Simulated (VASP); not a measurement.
All values below come from PBE GGA, VASP's PBE PAW potentials (set 64) (plane waves; VASP 6.6.1).

Input for VASP

**POSCAR**
```
SiC
3.0967030
  0.0000000000   0.7071068178   0.7071068178
  0.7071068178   0.0000000000   0.7071068178
  0.7071068178   0.7071068178   0.0000000000
Si C
1 1
Direct
  0.0000000000   0.0000000000   0.0000000000
  0.2500000000   0.2500000000   0.2500000000
```

INCAR:
```
LREAL=.False.   # projection in real space or not
LWAVE=.False.
ALGO=Normal   # blocked Davidson
ISMEAR=0   # Gaussian
SIGMA=0.05
EDIFF=1E-7
PREC=Accurate
ISIF=2   # forces and stress, cell fixed
ENCUT=520   # plane-wave cut-off (eV)
GGA=PE   # PBE
SYSTEM=SiC
LCHARG=.False.
NELM=100
LASPH=.True.   # aspherical one-centre terms
```

### KPOINTS
```
Automatic
0
G
 10 10 10
0 0 0
```

POTCAR, in this order: Si C (PBE.64 set). Program: vasp_std.

What VASP printed:

### OUTCAR
```
 ion  position               nearest neighbor table
   1  0.000  0.000  0.000-   2 1.90   2 1.90   2 1.90   2 1.90
   2  0.250  0.250  0.250-   1 1.90   1 1.90   1 1.90   1 1.90
  LATTYP: Found a face centered cubic cell.
 ALAT       =     4.3793996078
 Subroutine PRICEL returns:
 Original cell was already a primitive cell.
 Subroutine GETGRP returns: Found 24 space group operations
The static configuration has the point symmetry T_d .
The dynamic configuration has the point symmetry T_d .
 Subroutine INISYM returns: Found 24 space group operations
 Subroutine IBZKPT returns following result:
 Found     47 irreducible k-points:

 Following reciprocal coordinates:
            Coordinates               Weight
  0.000000  0.000000  0.000000      1.000000
  0.100000  0.000000  0.000000      8.000000
  0.200000  0.000000  0.000000      8.000000
  0.300000  0.000000  0.000000      8.000000
  0.400000  0.000000  0.000000      8.000000
  0.500000  0.000000  0.000000      4.000000
  0.100000  0.100000  0.000000      6.000000
  0.200000  0.100000  0.000000     24.000000
  0.300000  0.100000  0.000000     24.000000
  0.400000  0.100000  0.000000     24.000000
  0.500000  0.100000  0.000000     24.000000
 -0.400000  0.100000  0.000000     24.000000
 -0.300000  0.100000  0.000000     24.000000
 -0.200000  0.100000  0.000000     24.000000
 -0.100000  0.100000  0.000000     12.000000
  0.200000  0.200000  0.000000      6.000000
  0.300000  0.200000  0.000000     24.000000
  0.400000  0.200000  0.000000     24.000000
  0.500000  0.200000  0.000000     24.000000
 -0.400000  0.200000  0.000000     24.000000
 -0.300000  0.200000  0.000000     24.000000
 -0.200000  0.200000  0.000000     12.000000
  0.300000  0.300000  0.000000      6.000000
  0.400000  0.300000  0.000000     24.000000
...
```

**OSZICAR**
```
       N       E                     dE             d eps       ncg     rms          rms(c)
DAV:   1     0.507500447849E+01    0.50750E+01   -0.41944E+03   792   0.844E+02
DAV:   2    -0.165029898297E+02   -0.21578E+02   -0.20135E+02  1112   0.106E+02
DAV:   3    -0.168740283501E+02   -0.37104E+00   -0.37104E+00   824   0.177E+01
DAV:   4    -0.168752488628E+02   -0.12205E-02   -0.12205E-02  1208   0.112E+00
DAV:   5    -0.168752492120E+02   -0.34919E-06   -0.34919E-06   856   0.171E-02    0.866E+00
DAV:   6    -0.151174091371E+02    0.17578E+01   -0.75800E+00   824   0.155E+01    0.380E+00
DAV:   7    -0.150680432924E+02    0.49366E-01   -0.32337E-01  1144   0.406E+00    0.175E+00
DAV:   8    -0.150604303614E+02    0.76129E-02   -0.18555E-02   776   0.125E+00    0.164E-01
DAV:   9    -0.150607204676E+02   -0.29011E-03   -0.81869E-04  1200   0.245E-01    0.104E-01
DAV:  10    -0.150608328233E+02   -0.11236E-03   -0.21511E-04  1040   0.115E-01    0.221E-02
DAV:  11    -0.150608336694E+02   -0.84609E-06   -0.44859E-05   928   0.410E-02    0.564E-03
DAV:  12    -0.150608338089E+02   -0.13957E-06   -0.17568E-06   920   0.101E-02    0.140E-03
DAV:  13    -0.150608338985E+02   -0.89527E-07   -0.16651E-07   752   0.346E-03
   1 F= -.15060834E+02 E0= -.15060834E+02  d E =-.333429E-15
```

OUTCAR:
```
------------------------ aborting loop because EDIFF is reached ----------------------------------------
  FORCE on cell =-STRESS in cart. coord.  units (eV):
  Direction    XX          YY          ZZ          XY          YZ          ZX
  --------------------------------------------------------------------------------------
  Total       -0.0002048     -0.0002048     -0.0002048     -0.0000000     -0.0000000     -0.0000000
  in kB       -0.0156243     -0.0156243     -0.0156243     -0.0000000     -0.0000000     -0.0000000
  external PRESSURE =      -0.0156243 kB  Pullay stress =       0.0000000 kB
  volume of cell :       21.00
      direct lattice vectors                 reciprocal lattice vectors
     0.000000000  2.189699804  2.189699804    -0.228341802  0.228341802  0.228341802
     2.189699804  0.000000000  2.189699804     0.228341802 -0.228341802  0.228341802
     2.189699804  2.189699804  0.000000000     0.228341802  0.228341802 -0.228341802
  FREE ENERGIE OF THE ION-ELECTRON SYSTEM (eV)
  ---------------------------------------------------
  free  energy   TOTEN  =       -15.0608338985 eV

  energy  without entropy=      -15.0608338985  energy(sigma->0) =      -15.06083390
```
(Selected blocks of OUTCAR.)

The compound is SiC in the zinc blende structure. It was relaxed first.
